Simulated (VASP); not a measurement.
```
CELL_PARAMETERS angstrom
      2.10772    -5.19514     0.00000
      2.10772     5.19514     0.00000
      0.00000     0.00000     3.80517
ATOMIC_POSITIONS crystal
  Er 0.14006 0.85994 0.25000
  Er 0.85994 0.14006 0.75000
  Si 0.42288 0.57712 0.25000
  Si 0.57712 0.42288 0.75000
```

These are r2SCAN meta-GGA, VASP's PBE PAW potentials (set 64) (plane waves; VASP) values and carry that method's errors. Settings: 400 eV cut-off, 9×9×9 Γ-centred mesh, tetrahedra with Blöchl corrections, potentials Er_3 Si.

The 4f electrons are frozen in the core of the lanthanide potential, so 4f levels, which can set the real gap, and their magnetism are missing.

### Question
Give the energies of bands 8 to 16 at the high-symmetry points, in eV from the Fermi level.

### Answer

```tsv
band	Γ	Y	C0	Z	A0	T	S	R
8	-6.52	-7.45	-5.98	-8.67	-8.40	-8.35	-6.07	-8.46
9	-3.27	-2.35	-5.18	-3.31	-3.87	-4.43	-4.70	-3.54
10	-2.62	-2.23	-2.62	-3.31	-3.87	-4.43	-3.36	-3.54
11	-1.86	-2.09	-2.48	-2.34	-2.42	-1.87	-2.61	-2.59
12	-1.40	-1.25	-2.09	-2.34	-2.42	-1.87	-1.97	-2.59
13	0.24	-0.75	0.67	-1.19	-0.26	-0.04	0.44	-0.52
14	0.79	1.63	0.80	-1.19	-0.26	-0.04	1.00	-0.52
15	2.06	2.03	1.39	3.31	2.62	1.90	1.47	3.49
16	2.92	2.13	1.86	3.31	2.62	1.90	2.60	3.49
```

It has no gap at this level: it comes out as a metal or semimetal.

The structure comes from a computed database's ErSi entry (Cmcm); how it stands against other phases isn't given here. It was relaxed first.
